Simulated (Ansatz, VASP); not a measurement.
## HfCl2 in VASP and in Ansatz

Contents of INCAR:

```
SYSTEM = HfCl2
PREC = Accurate
ENCUT = 520
EDIFF = 1E-6
ISMEAR = 0
SIGMA = 0.1
LREAL = .FALSE.
LASPH = .TRUE.
NELM = 60
ALGO = Normal
ISIF = 2
LWAVE = .FALSE.
LCHARG = .FALSE.
GGA = PE
IVDW = 12
NBANDS = 19
```

KPOINTS

```
regular mesh
0
G
  6 6 6
  0 0 0
```

The input POSCAR:

```
HfCl2
1.0
    1.8330000000      1.0582830400      5.6166927200
   -1.8330000000      1.0582830400      5.6166927200
    0.0000000000     -2.1165660900      5.6166927200
Hf Cl
1 2
Direct
    0.5000000000      0.5000000000      0.5000000000
    0.7437185600      0.7437185600      0.7437185600
    0.2562814400      0.2562814400      0.2562814400
```

Input for Ansatz:

```yaml
crystal:
  lattice:
    - [1.833, 1.05828304, 5.61669272]
    - [-1.833, 1.05828304, 5.61669272]
    - [0.0, -2.11656609, 5.61669272]
  atoms:
    - { symbol: Hf, position: [0.5, 0.5, 0.5] }
    - { symbol: Cl, position: [0.74371856, 0.74371856, 0.74371856] }
    - { symbol: Cl, position: [0.25628144, 0.25628144, 0.25628144] }
basis:
  ecutwfc: 420
kpoints:
  mp_grid: { grid: [6, 6, 6] }
hamiltonian:
  xc: pbe
  dispersion: d3bj
scf:
  occupations: { method: gaussian, width: 0.1 }
  lower_state_search: "off"
output:
  forces: true
  stress: true
  eigenvalues: true
```

Alike in both runs: task single point; functional PBE; dispersion D3(BJ); k mesh 6 × 6 × 6; occupations gaussian, width 0.1 eV; no spin polarisation.

```csv
,VASP,Ansatz
version,VASP 6.6.1,Ansatz 0.2.0
potentials or method,"VASP PAW PBE potentials, release 64 (Hf_pv, Cl)","scalar-relativistic, plane waves, PAW"
plane-wave cutoff (eV),520,420
valence electrons in the cell,24,40
```

```csv
,VASP,Ansatz,Ansatz less VASP
gap on the k mesh at the Fermi level (eV),none,none,-
pressure (GPa),-5.2,-4.6,+0.55
largest component of the traceless stress (GPa),8.02,7.93,-0.088
rms of the force components (eV/Å),0.012,0.013,+0.0004
```

Atom by atom the forces differ by 0.025 eV/Å (rms over components). A gap of «none» marks a metal or a gap that the smearing closes. The two sets of potentials don't hold the same shells in valence.

Caveats: pairwise dispersion overbinds metals, which lowers pressure and volume. Spin-orbit coupling is left out, which matters for the levels of Hf.
